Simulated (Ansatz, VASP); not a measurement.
## SnO2 (Cassiterite): VASP beside Ansatz

Wanted: the spread between two codes on one cell, functional and k mesh. The cell is taken from a series of runs on this material, whose earlier steps may have relaxed, scaled, displaced or heated it; both programs get it as it stands.

Method: plane waves, with VASP 6.6.1 beside it; single point at HSE06 with D3(BJ), in Ansatz 0.2.0.

## (1) The starting structure

Symmetry: P4_2/mnm, No. 136, tetragonal system. Conventional cell: a = 4.723 Å, b = 4.723 Å, c = 3.191 Å, α = 90.00°, β = 90.00°, γ = 90.00°. Nearest to Sn lie 6 O at 2.04 to 2.06 Å. Nearest to O lie 3 Sn at 2.04 to 2.06 Å. Farther neighbours and most contacts between anions are not listed.

Structure file:

```
Sn O
1.0
     4.72310    0.00000    0.00000
     0.00000    4.72310    0.00000
     0.00000    0.00000    3.19079
Sn O
2 4
Direct
  0.00000 0.00000 0.00000
  0.50000 0.50000 0.50000
  0.30608 0.30608 0.00000
  0.19392 0.80608 0.50000
  0.69392 0.69392 0.00000
  0.80608 0.19392 0.50000
```

## (2) VASP: single point, HSE06 with D3(BJ)

A single point gives forces, pressure and levels at one fixed geometry, so differences don't come from the geometry; what else differs is listed under the comparison.

Lines of VASP's logs that name or quote its potential files are left out, and so is its time.

The run reads the wave functions of an earlier VASP run, which isn't shown here.

INCAR reads:

```
SYSTEM = SnO2
PREC = Accurate
ENCUT = 520
EDIFF = 1E-06
NELM = 100
ISMEAR = 0
SIGMA = 0.01
LREAL = .FALSE.
ALGO = Normal
LHFCALC = .TRUE.
AEXX = 0.25
GGA = PE
HFSCREEN = 0.208
IVDW = 12
VDW_S6 = 1
VDW_S8 = 2.31
VDW_A1 = 0.383
VDW_A2 = 5.685
LASPH = .TRUE.
NBANDS = 32
PRECFOCK = Fast
LORBIT = 11
LWAVE = .FALSE.
LCHARG = .FALSE.
KPAR = 8
ISIF = 2
```

POSCAR reads:

```
SnO2
1.0
    4.7230988104      0.0000000000      0.0000000000
    0.0000000000      4.7230988104      0.0000000000
    0.0000000000      0.0000000000      3.1907863726
Sn O
2 4
Direct
    0.0000000000      0.0000000000      0.0000000000
    0.5000000000      0.5000000000      0.5000000000
    0.3060806746      0.3060806746      0.0000000000
    0.1939193254      0.8060806746      0.5000000000
    0.6939193254      0.6939193254      0.0000000000
    0.8060806746      0.1939193254      0.5000000000
```

KPOINTS reads:

```
Automatic mesh
0
Gamma
4 4 5
0 0 0
```

The projector-augmented-wave data sets are Sn_d and O (PBE family, release 64).

Run with:

```console
$ mpirun -np 8 vasp_std
```

Numbers of over 12 decimals in the logs are rounded to 6 here.

The program printed:

```text
[banner, memory and clock lines left out]
running    8 mpi-ranks, on    1 nodes
 distrk:  each k-point on    1 cores,    8 groups
 distr:  one band on    1 cores,    1 groups

 POSCAR found type information on POSCAR SnO
 POSCAR found :  2 types and       6 ions
|                                                                             |
|           W    W    AA    RRRRR   N    N  II  N    N   GGGG   !!!           |
|           W    W   A  A   R    R  NN   N  II  NN   N  G    G  !!!           |
|           W    W  A    A  R    R  N N  N  II  N N  N  G       !!!           |
|           W WW W  AAAAAA  RRRRR   N  N N  II  N  N N  G  GGG   !            |
|           WW  WW  A    A  R   R   N   NN  II  N   NN  G    G                |
|           W    W  A    A  R    R  N    N  II  N    N   GGGG   !!!           |
|                                                                             |
|     For optimal performance we recommend to set                             |
|       NCORE = 2 up to number-of-cores-per-socket                            |
|     NCORE specifies how many cores store one orbital (NPAR=cpu/NCORE).      |
|     This setting can greatly improve the performance of VASP for DFT.       |
|     The default, NCORE=1 might be grossly inefficient on modern             |
|     multi-core architectures or massively parallel machines. Do your        |
|     Unfortunately you need to use the default for GW and RPA                |
|     calculations (for HF NCORE is supported but not extensively tested      |
|     yet).                                                                   |
|                                                                             |

 LDA part: xc-table for (Slater+PW92), standard interpolation
 found WAVECAR, reading the header
 POSCAR, INCAR and KPOINTS ok, starting setup
 FFT: planning ... GRIDC
 FFT: planning ... GRID_SOFT
 FFT: planning ... GRID
 reading WAVECAR
 the WAVECAR file was read successfully
 initial charge from wavefunction
 entering main loop
       N       E                     dE             d eps       ncg     rms          rms(c)
DAV:   1    -0.473395851539E+02   -0.47340E+02   -0.11316E+00  1392   0.964E+00    0.140E+00
DAV:   2    -0.473623919826E+02   -0.22807E-01   -0.10120E-01  1424   0.244E+00    0.120E+00
DAV:   3    -0.473587331721E+02    0.36588E-02   -0.76936E-03  1936   0.102E+00    0.812E-01
DAV:   4    -0.473580616928E+02    0.67148E-03   -0.18655E-03  1768   0.348E-01    0.493E-01
DAV:   5    -0.473577725423E+02    0.28915E-03   -0.19259E-04  1416   0.141E-01    0.290E-01
DAV:   6    -0.473576768628E+02    0.95679E-04   -0.74473E-05  1408   0.787E-02    0.171E-01
DAV:   7    -0.473576492407E+02    0.27622E-04   -0.16621E-05  1784   0.440E-02    0.103E-01
DAV:   8    -0.473576410737E+02    0.81670E-05   -0.57000E-06  1480   0.286E-02    0.621E-02
DAV:   9    -0.473576391491E+02    0.19246E-05   -0.19290E-06  1072   0.170E-02    0.374E-02
DAV:  10    -0.473576389494E+02    0.19973E-06   -0.17542E-06   864   0.123E-02
   1 F= -.48942573E+02 E0= -.48942573E+02  d E =-.129598E-37
```

From OUTCAR (step 2):

```text
ion  position               nearest neighbor table
   1  0.000  0.000  0.000-   3 2.04   5 2.04   4 2.06   6 2.06   4 2.06   6 2.06   2 3.70   2 3.70
                             2 3.70   2 3.70   2 3.70   2 3.70   2 3.70   2 3.70
   2  0.500  0.500  0.500-   4 2.04   6 2.04   5 2.06   3 2.06   3 2.06   5 2.06   1 3.70   1 3.70
                             1 3.70   1 3.70   1 3.70   1 3.70   1 3.70   1 3.70
   3  0.306  0.306  0.000-   1 2.04   2 2.06   2 2.06
   4  0.194  0.806  0.500-   2 2.04   1 2.06   1 2.06
   5  0.694  0.694  0.000-   1 2.04   2 2.06   2 2.06
   6  0.806  0.194  0.500-   2 2.04   1 2.06   1 2.06

  LATTYP: Found a simple tetragonal cell.
 ALAT       =     4.7230988104
 C/A-ratio  =     0.6755705313

 Subroutine GETGRP returns: Found 16 space group operations
 (whereof  8 operations were pure point group operations)

The static configuration has the point symmetry D_2h.
 The point group associated with its full space group is D_4h.

 Found     18 irreducible k-points:

   k-points           NKPTS =     18   k-points in BZ     NKDIM =     80   number of bands    NBANDS=     32

   dimension x,y,z NGX =    36 NGY =   36 NGZ =   24
   dimension x,y,z NGXF=    72 NGYF=   72 NGZF=   48

   ENCUT  =  520.0 eV  38.22 Ry    6.18 a.u.   8.78  8.78  5.93*2*pi/ulx,y,z

   NELECT =      52.0000    total number of electrons

 k-points in reciprocal lattice and weights: Automatic mesh
   0.00000000  0.00000000  0.00000000       0.013
   0.25000000  0.00000000  0.00000000       0.050
   0.50000000  0.00000000  0.00000000       0.025
   0.25000000  0.25000000  0.00000000       0.050
   0.50000000  0.25000000  0.00000000       0.050
   0.50000000  0.50000000  0.00000000       0.013
   0.00000000  0.00000000  0.20000000       0.025
   0.25000000  0.00000000  0.20000000       0.100
   0.50000000  0.00000000  0.20000000       0.050
[...]
0.50000000  0.25000000  0.40000000       0.100
   0.50000000  0.50000000  0.40000000       0.025

  exchange ACFDT corr.  =         0.00000000  see jH, gK, PRB 81, 115126

 average (electrostatic) potential at core
       1 -93.2739       2 -93.2739       3 -61.5699       4 -61.5699       5 -61.5699
       6 -61.5699

 E-fermi :   4.9465

 k-point     1 :       0.0000    0.0000    0.0000
  band No.  band energies     occupation
    ...
     22       3.8118      2.00000
     23       3.8118      2.00000
     24       4.1382      2.00000
     25       4.1382      2.00000
     26       4.8584      2.00000
     27       7.9151      0.00000
     28      13.0730      0.00000
     29      13.0730      0.00000
     30      13.0764      0.00000
     31      17.2509      0.00000
    ...

 k-point     2 :       0.2500    0.0000    0.0000
  band No.  band energies     occupation
    ...
     22       3.3557      2.00000
     23       3.8315      2.00000
     24       3.8641      2.00000
     25       4.1774      2.00000
     26       4.5700      2.00000
     27       9.1935      0.00000
     28      12.5838      0.00000
     29      13.3514      0.00000
     30      13.5784      0.00000
     31      17.9139      0.00000
    ...

 k-point     3 :       0.5000    0.0000    0.0000
  band No.  band energies     occupation
    ...
     22       2.8876      2.00000
     23       3.8692      2.00000
     24       3.8692      2.00000
     25       4.2659      2.00000
     26       4.2659      2.00000
     27      11.2502      0.00000
     28      11.2503      0.00000
     29      13.8801      0.00000
     30      13.8801      0.00000
     31      18.2216      0.00000
    ...

 Edisp (eV)   -1.58493

  Total      -0.01588    -0.01588    -0.38122     0.00000     0.00000     0.00000
  in kB      -0.35745    -0.35745    -8.58095     0.00000     0.00000     0.00000
  external pressure =       -3.10 kB  Pullay stress =        0.00 kB

  energy-cutoff  :      520.00
  volume of cell :       71.18
      direct lattice vectors                 reciprocal lattice vectors
     4.723098810  0.000000000  0.000000000     0.211725403  0.000000000  0.000000000
     0.000000000  4.723098810  0.000000000     0.000000000  0.211725403  0.000000000
     0.000000000  0.000000000  3.190786373     0.000000000  0.000000000  0.313402366

 POSITION                                       TOTAL-FORCE (eV/Angst)
 -----------------------------------------------------------------------------------
      0.00000      0.00000      0.00000         0.000000      0.000000      0.000000
      2.36155      2.36155      1.59539         0.000000      0.000000      0.000000
      1.44565      1.44565      0.00000        -0.027972     -0.027972     -0.000000
      0.91590      3.80720      1.59539         0.027972     -0.027972     -0.000000
      3.27745      3.27745      0.00000         0.027972      0.027972      0.000000
      3.80720      0.91590      1.59539        -0.027972      0.027972      0.000000
 -----------------------------------------------------------------------------------
    total drift:                               -0.000001      0.000000      0.000001

  FREE ENERGIE OF THE ION-ELECTRON SYSTEM (eV)
  ---------------------------------------------------
  free  energy   TOTEN  =       -48.9425728414 eV

  energy  without entropy=      -48.9425728414  energy(sigma->0) =      -48.94257284

 total charge
# of ion       s       p       d       tot
------------------------------------------
    1        0.853   1.113  10.408  12.373
    2        0.853   1.113  10.408  12.373
    3        1.562   3.555   0.000   5.117
    4        1.562   3.555   0.000   5.117
    5        1.562   3.555   0.000   5.117
    6        1.562   3.555   0.000   5.117
--------------------------------------------------
tot          7.952  16.448  20.816  45.216

[... 3 further parts left out ...]
```

The run ends at a pressure of -0.31 GPa, with forces up to 0.040 eV/Å.

(Continued in part 2 of 2.)

[Lines on the potential files, build, host, timing and source positions are cut from VASP's logs without a mark.]

[Logs are printed without paths, hosts, clocks, repeated set-up lines and the standing remarks that a program may print on its own settings, such as how far it seeks lower states.]

[Hosts, paths, dates, database ids (printed as entryN), source tags and the programs' standing remarks are cut or masked in the printed files.]
